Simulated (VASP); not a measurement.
Consider the following.

```
Zr
1.0
    1.61522    -2.79765     0.00000
    1.61522     2.79765     0.00000
    0.00000     0.00000     5.20310
Zr
2
Cartesian
  1.61522   0.93255   1.30077
  1.61522  -0.93255   3.90232
```

Method: optB86b-vdW, VASP's PBE PAW potentials (set 64) (plane waves; VASP 6.6.1). Numerical set-up: 520 eV cut-off, 13×13×7 Γ-centred mesh, first-order Methfessel-Paxton smearing of 0.10 eV, potentials Zr_sv.

Question: Give the stress tensor in GPa (positive for a compressed cell).

Answer: 
```
-2.73   0.00   0.00
 0.00  -2.73   0.00
 0.00   0.00  -2.77
```
The pressure is its mean diagonal, -2.74 GPa.

The compound is Zr in the hcp structure. This cell is one point of a volume scan, at 1.03 of the reference volume.
